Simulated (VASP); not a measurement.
VASP ran on this input.

**INCAR**
```
SYSTEM = CoGa
PREC = Accurate; ENCUT = 400; LREAL = .FALSE.
LASPH = .TRUE.
EDIFF = 1E-6; NELM = 100; ALGO = Normal
LMAXMIX = 4
ISMEAR = 1; SIGMA = 0.1
GGA = PE
LDAUL = -1 2
LDAUU = 0 8.0
LDAUJ = 0 0
LDAU = .TRUE.; LDAUTYPE = 2; LDAUPRINT = 1
ISIF = 2
LWAVE = .FALSE.; LCHARG = .FALSE.; LORBIT = 10
```

### POSCAR
```
CoGa
5.87520
  0.5000000000   0.0000000000   0.0000000000
  0.0000000000   0.5000000000   0.0000000000
  0.0000000000   0.0000000000   0.5000000000
Ga Co
1 1
Cartesian
  0.2500000000   0.2500000000   0.2500000000
  0.0000000000   0.0000000000   0.0000000000
```

KPOINTS:
```
kpoints
0
gamma
11 11 11
0 0 0
```

POTCAR, in this order: Ga_d Co (PBE.64 set). Program: vasp_std.

Task: Translate this PBE+U calculation to Quantum ESPRESSO's pw.x.

Result: One equivalent input (not run):
```
&CONTROL
  calculation = 'scf'
  pseudo_dir = './pseudo'
  outdir = './out'
  tprnfor = .true.
  tstress = .true.
/
&SYSTEM
  ibrav = 0
  nat = 2
  ntyp = 2
  ecutwfc = 96
  occupations = 'smearing'
  smearing = 'methfessel-paxton'
  degauss = 0.00735
  input_dft = 'pbe'
/
&ELECTRONS
  conv_thr = 7.3e-08
  electron_maxstep = 100
/
ATOMIC_SPECIES
  Ga 69.723 Ga.upf
  Co 58.933 Co.upf
CELL_PARAMETERS angstrom
     2.9376000    0.0000000    0.0000000
     0.0000000    2.9376000    0.0000000
     0.0000000    0.0000000    2.9376000
ATOMIC_POSITIONS crystal
  Ga   0.5000000  0.5000000  0.5000000
  Co   0.0000000  0.0000000  0.0000000
K_POINTS automatic
  11 11 11 0 0 0
HUBBARD {ortho-atomic}
U Co-3d 8
```
What does not carry over: the potentials are each code's own (VASP's PAW set, PseudoDojo norm-conserving files in pw.x), so ENCUT and ecutwfc are chosen apart and not converted; conv_thr bounds pw.x's estimated SCF error, while EDIFF bounds the energy change between steps; the +U projectors differ (PAW spheres against orthogonalised atomic orbitals), so the same U acts differently.

The compound is CoGa in the CsCl type structure. The cell was not relaxed at this level. The run is one of a series of settings (LDAU = .TRUE., LDAUJ = 0 0, LDAUL = -1 2, LDAUTYPE = 2, LDAUU = 0 8.0 against the base run), some of them coarse on purpose.
